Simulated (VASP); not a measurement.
Input:

```yaml
crystal:
  lattice:
    - [4.35157, 0.00000, 0.00000]
    - [0.00000, 6.15405, 0.00000]
    - [0.00000, 0.00000, 17.05870]
  atoms:
    - { symbol: Cs, position: [0.00000, 0.92857, 0.41035] }
    - { symbol: Cs, position: [0.00000, 0.42857, 0.58965] }
    - { symbol: Br, position: [0.50000, 0.42857, 0.41035] }
    - { symbol: Br, position: [0.50000, 0.92857, 0.58965] }
```

These are LDA (Ceperley-Alder, Perdew-Zunger), VASP's LDA PAW potentials (set 64) (plane waves; VASP 6.6.1) values and carry that method's errors. Run with 300 eV cut-off, 4×3×1 Γ-centred mesh, first-order Methfessel-Paxton smearing of 0.27 eV, potentials Cs_sv Br.

At this cut-off the stress carries a Pulay error, which pulls relaxed volumes low. The cell holds a wide vacuum, so values per volume refer to the whole cell.

**Question.** Which forces act on the atoms, in eV/Å?

**Answer.** 
```json
[
 {"atom": "Cs1", "Fx": "0.000", "Fy": "0.000", "Fz": "0.258"},
 {"atom": "Cs2", "Fx": "0.000", "Fy": "0.000", "Fz": "-0.258"},
 {"atom": "Br3", "Fx": "0.000", "Fy": "0.000", "Fz": "0.194"},
 {"atom": "Br4", "Fx": "0.000", "Fy": "0.000", "Fz": "-0.194"}
]
```

**Question.** Give the stress tensor in GPa (positive for a compressed cell).

**Answer.** 
```
-0.71   0.00   0.00
 0.00  -1.47   0.00
 0.00   0.00  -0.50
```
The pressure is its mean diagonal, -0.89 GPa.

The cell is a sheet with vacuum, built from a database entry that may be metastable or hypothetical.
